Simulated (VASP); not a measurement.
Input of a VASP 6.6.1 run:

Contents of POSCAR:

```
PW2
1.0
    4.9527567500      0.0000000000      0.0000000000
    0.0000000000      4.9527567500      0.0000000000
    0.0000000000      0.0000000000      3.1586253200
P W
2 4
Direct
    0.0000000000      0.0000000000      0.0000000000
    0.5000000000      0.5000000000      0.5000000000
    0.3058000000      0.3058000000      0.0000000000
    0.1942000000      0.8058000000      0.5000000000
    0.6942000000      0.6942000000      0.0000000000
    0.8058000000      0.1942000000      0.5000000000
```

The input INCAR.step1:

```
ALGO = Normal
EDIFF = 1E-4
ENCUT = 520
GGA = PE
ISMEAR = -1
LASPH = True
LCHARG = False
LREAL = False
LWAVE = True
NBANDS = 42
NELM = 100
PREC = Accurate
SIGMA = 0.0362
```

INCAR.step2

```
ALGO = Normal
EDIFF = 1E-6
ENCUT = 520
ISIF = 2
ISMEAR = -1
ISTART = 1
LASPH = True
LCHARG = True
LELF = True
LMIXTAU = True
LREAL = False
LVHAR = True
LWAVE = False
METAGGA = R2SCAN
NBANDS = 42
NELM = 100
PREC = Accurate
SIGMA = 0.0362
```

KPOINTS

```
k-points
0
Gamma
  7 7 11
```

Potentials or basis: VASP PAW PBE potentials, release 64 (P, W_sv).

The run is started by

```sh
$ cat potpaw_PBE.64/P/POTCAR potpaw_PBE.64/W_sv/POTCAR > POTCAR
$ cp INCAR.step1 INCAR
$ mpirun -np 1 vasp_std > vasp.out
$ cp INCAR.step2 INCAR
$ mpirun -np 1 vasp_std > vasp.out
```

(1) Predict the pressure.

(2) Predict the largest force.

(3) What does it give for the band gap on the k mesh?

Answers

(1) 108.5 GPa.

(2) 4.115 eV/Å.

(3) none (metal or under the smearing width).

Caveat: a pressure of tens of GPa on the cell as given is suspect, and the run, the potentials or the cell itself is likely at fault; the PAW data sets were made with another functional, which shifts forces and pressure a little.
